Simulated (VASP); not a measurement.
All values below come from optB86b-vdW, VASP's PBE PAW potentials (set 64) (plane waves; VASP).

The input files of a VASP run:

### INCAR
```
! general
SYSTEM   = HfN
PREC     = Accurate
ENCUT    = 520   ! plane-wave cut-off (eV)
LREAL    = F   ! projection in real space or not
LASPH    = T   ! aspherical one-centre terms

! electronic loop
EDIFF    = 1E-6   ! SCF stop (eV)
NELM     = 100   ! most electronic steps
ALGO     = Normal   ! blocked Davidson
LMAXMIX  = 6   ! l cut-off of mixed one-centre charges

! smearing
ISMEAR   = 1
SIGMA    = 0.1   ! width (eV)

! functional
GGA      = MK
LUSE_VDW = T
AGGAC    = 0.0
PARAM1   = 0.1234
PARAM2   = 1.0

! ions
IBRION   = 2   ! conjugate gradients
NSW      = 60
ISIF     = 3
EDIFFG   = -0.01

! output
LWAVE    = F
LCHARG   = F
```

KPOINTS:
```
Automatic mesh
0
Gamma
13 13 13
0 0 0
```

POSCAR:
```
HfN
1
    0.0000000000     2.2600000000     2.2600000000
    2.2600000000     0.0000000000     2.2600000000
    2.2600000000     2.2600000000     0.0000000000
Hf N
1 1
Direct
  0.0000000000   0.0000000000   0.0000000000
  0.5000000000   0.5000000000   0.5000000000
```

POTCAR, in this order: Hf_pv N (PBE.64 set). Program: vasp_std.

Output of the run:

**OUTCAR**
```
 ion  position               nearest neighbor table
   1  0.000  0.000  0.000-   2 2.26   2 2.26   2 2.26   2 2.26   2 2.26   2 2.26
   2  0.500  0.500  0.500-   1 2.26   1 2.26   1 2.26   1 2.26   1 2.26   1 2.26
  LATTYP: Found a face centered cubic cell.
 ALAT       =     4.5200000000
 Subroutine PRICEL returns:
 Original cell was already a primitive cell.
 Subroutine GETGRP returns: Found 48 space group operations
The static configuration has the point symmetry O_h .
The dynamic configuration has the point symmetry O_h .
 Subroutine INISYM returns: Found 48 space group operations
 Subroutine IBZKPT returns following result:
 Found     84 irreducible k-points:

 Following reciprocal coordinates:
            Coordinates               Weight
  0.000000  0.000000  0.000000      1.000000
  0.076923  0.000000  0.000000      8.000000
  0.153846  0.000000  0.000000      8.000000
  0.230769  0.000000  0.000000      8.000000
  0.307692  0.000000  0.000000      8.000000
  0.384615  0.000000  0.000000      8.000000
  0.461538  0.000000  0.000000      8.000000
  0.076923  0.076923  0.000000      6.000000
  0.153846  0.076923  0.000000     24.000000
  0.230769  0.076923  0.000000     24.000000
  0.307692  0.076923  0.000000     24.000000
  0.384615  0.076923  0.000000     24.000000
  0.461538  0.076923  0.000000     24.000000
 -0.461538  0.076923  0.000000     24.000000
 -0.384615  0.076923  0.000000     24.000000
 -0.307692  0.076923  0.000000     24.000000
 -0.230769  0.076923  0.000000     24.000000
 -0.153846  0.076923  0.000000     24.000000
 -0.076923  0.076923  0.000000     12.000000
  0.153846  0.153846  0.000000      6.000000
  0.230769  0.153846  0.000000     24.000000
  0.307692  0.153846  0.000000     24.000000
  0.384615  0.153846  0.000000     24.000000
  0.461538  0.153846  0.000000     24.000000
...
```

File OSZICAR:
```
       N       E                     dE             d eps       ncg     rms          rms(c)
DAV:   1     0.393421253212E+02    0.39342E+02   -0.82895E+03  1848   0.128E+03
DAV:   2    -0.193381794736E+02   -0.58680E+02   -0.55216E+02  2429   0.249E+02
DAV:   3    -0.214132360786E+02   -0.20751E+01   -0.20626E+01  2405   0.410E+01
DAV:   4    -0.214301151669E+02   -0.16879E-01   -0.16680E-01  2185   0.372E+00
DAV:   5    -0.214304010445E+02   -0.28588E-03   -0.28510E-03  2389   0.350E-01    0.490E+01
DAV:   6    -0.185036855119E+02    0.29267E+01   -0.15745E+01  2154   0.282E+01    0.411E+01
DAV:   7    -0.184414905881E+02    0.62195E-01   -0.70252E-01  2109   0.761E+00    0.265E+01
DAV:   8    -0.184295880697E+02    0.11903E-01   -0.13794E-01  2159   0.353E+00    0.640E+00
DAV:   9    -0.184185761309E+02    0.11012E-01   -0.62439E-02  2183   0.175E+00    0.158E+00
DAV:  10    -0.184181828704E+02    0.39326E-03   -0.21750E-03  2161   0.433E-01    0.376E-01
DAV:  11    -0.184181844753E+02   -0.16050E-05   -0.27991E-04  2274   0.145E-01    0.595E-02
DAV:  12    -0.184181813257E+02    0.31497E-05   -0.17749E-05  2296   0.398E-02    0.449E-02
DAV:  13    -0.184181810501E+02    0.27561E-06   -0.69836E-07  1194   0.941E-03
   1 F= -.18418181E+02 E0= -.18418070E+02  d E =-.184182E+02
       N       E                     dE             d eps       ncg     rms          rms(c)
DAV:   1    -0.184209758785E+02   -0.27946E-02   -0.87855E-02  1869   0.304E+00    0.977E-01
DAV:   2    -0.184185249556E+02    0.24509E-02   -0.41634E-03  1941   0.611E-01    0.444E-01
DAV:   3    -0.184178155340E+02    0.70942E-03   -0.15047E-03  2070   0.378E-01    0.288E-01
DAV:   4    -0.184177903408E+02    0.25193E-04   -0.95728E-05  2323   0.982E-02    0.178E-01
DAV:   5    -0.184177903376E+02    0.31796E-08   -0.95230E-06  2195   0.251E-02
   2 F= -.18417790E+02 E0= -.18417672E+02  d E =0.390712E-03
       N       E                     dE             d eps       ncg     rms          rms(c)
DAV:   1    -0.184197185530E+02   -0.19282E-02   -0.38135E-02  1866   0.200E+00    0.646E-01
DAV:   2    -0.184186561985E+02    0.10624E-02   -0.18222E-03  1929   0.404E-01    0.294E-01
DAV:   3    -0.184183443948E+02    0.31180E-03   -0.65452E-04  2052   0.248E-01    0.192E-01
DAV:   4    -0.184183312092E+02    0.13186E-04   -0.43006E-05  2323   0.656E-02    0.117E-01
DAV:   5    -0.184183285934E+02    0.26158E-05   -0.43262E-06  2116   0.170E-02    0.117E-02
DAV:   6    -0.184183283570E+02    0.23642E-06   -0.30518E-07  1062   0.579E-03
   3 F= -.18418328E+02 E0= -.18418215E+02  d E =-.147307E-03
```

OUTCAR:
```
------------------------ aborting loop because EDIFF is reached ----------------------------------------
  FORCE on cell =-STRESS in cart. coord.  units (eV):
  Direction    XX          YY          ZZ          XY          YZ          ZX
  --------------------------------------------------------------------------------------
  Total        0.0002640      0.0002640      0.0002640      0.0000000      0.0000000     -0.0000000
  in kB        0.0183739      0.0183739      0.0183739      0.0000000      0.0000000     -0.0000000
  external PRESSURE =       0.0183739 kB  Pullay stress =       0.0000000 kB
  volume of cell :       23.02
      direct lattice vectors                 reciprocal lattice vectors
    -0.000000000  2.257985743  2.257985743    -0.221436296  0.221436296  0.221436296
     2.257985743  0.000000000  2.257985743     0.221436296 -0.221436296  0.221436296
     2.257985743  2.257985743  0.000000000     0.221436296  0.221436296 -0.221436296
 POSITION                                       TOTAL-FORCE (eV/Angst)
 -----------------------------------------------------------------------------------
      0.00000      0.00000      0.00000        -0.000000     -0.000000     -0.000000
      2.25799      2.25799      2.25799         0.000000      0.000000      0.000000
 -----------------------------------------------------------------------------------
    total drift:                                0.000000     -0.000000     -0.000000
  FREE ENERGIE OF THE ION-ELECTRON SYSTEM (eV)
  ---------------------------------------------------
  free  energy   TOTEN  =       -18.4183283570 eV

  energy  without entropy=      -18.4179872023  energy(sigma->0) =      -18.41821464

 reached required accuracy - stopping structural energy minimisation
```
(Selected blocks of OUTCAR.)

### CONTCAR
```
HfN
   1.00000000000000
    -0.0000000000000000    2.2579857428043151    2.2579857428043151
     2.2579857428043151    0.0000000000000000    2.2579857428043151
     2.2579857428043151    2.2579857428043151    0.0000000000000000
  Hf              N
     1     1
Direct
     0.0000000000000000    0.0000000000000000    0.0000000000000000
     0.5000000000000000    0.5000000000000000    0.5000000000000000
```

The compound is HfN in the rock salt structure. This run relaxes it. Symmetry was kept, so distortions that lower it aren't found. The electron count is odd and the run is not spin-polarised, which forces a metal.
